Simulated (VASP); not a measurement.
Input:

```xyz
6
Lattice="5.6201 0.0000 0.0000 -2.8101 4.8672 0.0000 0.0000 0.0000 3.6453" Properties=species:S:1:pos:R:3 pbc="T T T"
La    -0.0118     0.0031     0.0132
Si     2.7793     1.6096     0.0325
Si     0.0001     3.2573     0.0125
Rh     2.8441     0.0004     1.8241
Rh     1.3981     2.4413     1.7872
Rh    -1.3898     2.4226     1.7984
```

The numbers are results of PBEsol GGA, VASP's PBE PAW potentials (set 64) (plane waves; VASP 6.6.1), not measurements. Run with 300 eV cut-off, 4×4×6 Γ-centred mesh, Fermi-Dirac smearing of 0.10 eV, potentials La Si Rh_pv.

At this cut-off the stress carries a Pulay error, which pulls relaxed volumes low.

### Question
What does the run give for the energy per atom (σ→0), pressure, largest force, band gap (on the k-mesh) with the smallest direct gap where there is one?

### Answer

```json
{
 "band gap (on the k-mesh)": "none (metal, semimetal or under 0.01 eV)",
 "energy per atom (σ→0)": "-7.911 eV/atom",
 "pressure": "-3.24 GPa",
 "largest_force": "0.01333 Ha/bohr"
}
```

Total energies compare only between runs with the same potentials, cut-off and functional.

The structure comes from a computed database's LaSi2Rh3 entry; how it stands against other phases isn't given here. The cell was not relaxed at this level, atoms are displaced from their ideal sites. The k-mesh is coarse (spacing up to 0.32 per Å, 2π included), so the numbers may not be converged in it.
